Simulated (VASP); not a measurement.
```yaml
crystal:
  lattice:
    - [4.09955, 0.00000, 0.00000]
    - [0.00000, 4.09955, 0.00000]
    - [0.00000, 0.00000, 9.10828]
  atoms:
    - { symbol: Dy, position: [0.00000, 0.50000, 0.00000] }
    - { symbol: Dy, position: [0.50000, 0.00000, 0.50000] }
    - { symbol: Bi, position: [0.00000, 0.00000, 0.25000] }
    - { symbol: Bi, position: [0.00000, 0.00000, 0.75000] }
```

Level of theory: PBEsol GGA, VASP's PBE PAW potentials (set 64) (plane waves; VASP). Run with 480 eV cut-off, 6×6×4 Γ-centred mesh, Gaussian smearing of 0.050 eV, potentials Dy_3 Bi_d.

The 4f electrons are frozen in the core of the lanthanide potential, so 4f levels, which can set the real gap, and their magnetism are missing. Unless said otherwise, spin-orbit coupling is left out, though it shifts the bands of the heavy elements here.

Q: Estimate the energy per atom (σ→0), band gap (on the k-mesh) with the smallest direct gap where there is one.

A: 
| Property | Result |
|---|---|
| band gap (on the k-mesh) | none (metal, semimetal or under 0.01 eV) |
| energy per atom (σ→0) | -4.661 eV/atom |

Total energies compare only between runs with the same potentials, cut-off and functional.

The structure was generated: DyBi was put into the PtS type (P4_2/mmc), which need not be its known phase. This cell was strained or had an atom moved on purpose.
